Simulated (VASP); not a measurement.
Input for VASP

POSCAR:
```
Zr
1.0
 -1.8100000000   1.8100000000   1.8100000000
  1.8100000000  -1.8100000000   1.8100000000
  1.8100000000   1.8100000000  -1.8100000000
Zr
1
Cartesian
  0.0000000000   0.0000000000   0.0000000000
```

**INCAR**
```
! general
SYSTEM   = Zr
PREC     = Accurate
ENCUT    = 400
LREAL    = .FALSE.   ! projection in real space or not
LASPH    = .TRUE.   ! aspherical one-centre terms

! electronic loop
EDIFF    = 1E-6   ! SCF stop (eV)
NELM     = 100   ! most electronic steps
ALGO     = Normal   ! blocked Davidson
LMAXMIX  = 4   ! l cut-off of mixed one-centre charges
LMIXTAU  = .TRUE.

! smearing
ISMEAR   = 1   ! Methfessel-Paxton
SIGMA    = 0.1   ! width (eV)

! functional
METAGGA  = R2SCAN
LUSE_VDW = .TRUE.
BPARAM   = 11.95
CPARAM   = 0.0093

! ions
IBRION   = 2   ! conjugate gradients
NSW      = 60
ISIF     = 3   ! ions, shape and volume
EDIFFG   = -0.01   ! ionic stop

! output
LWAVE    = .FALSE.
LCHARG   = .FALSE.
```

**KPOINTS**
```
kpoints
0
gamma
  13 13 13
```

POTCAR, in this order: Zr_sv (PBE.64 set). Program: vasp_std.

Q: Write an equivalent input for Ansatz.

A: One equivalent input (not run):
Ansatz 0.2 input:
```yaml
crystal:
  lattice:
    - [-1.8100000, 1.8100000, 1.8100000]
    - [1.8100000, -1.8100000, 1.8100000]
    - [1.8100000, 1.8100000, -1.8100000]
  atoms:
    - { symbol: Zr, position: [0.0000000, 0.0000000, 0.0000000] }
kpoints:
  mp_grid: { grid: [13, 13, 13] }
hamiltonian:
  xc: r2scan
  dispersion: rvv10
  pseudopotentials: { kind: paw }
scf:
  occupations: { method: methfessel_paxton, width: 0.1 }
  max_iter: 100
relax:
  max_steps: 60
  f_tol: 0.01
  cell: {}
output: { forces: true, stress: true, eigenvalues: true }
```
What does not carry over: each code has its own PAW files, so the cut-off isn't converted (ENCUT is set for VASP's; basis.ecutwfc is left out, and Ansatz then takes the one that its files recommend); Ansatz stops its SCF on the density residual and VASP on the energy change (EDIFF).

The structure comes from a measured Zr entry (Im-3m) of the Crystallography Open Database, whose conditions weren't checked. This run relaxes it. Symmetry was kept, so distortions that lower it aren't found.
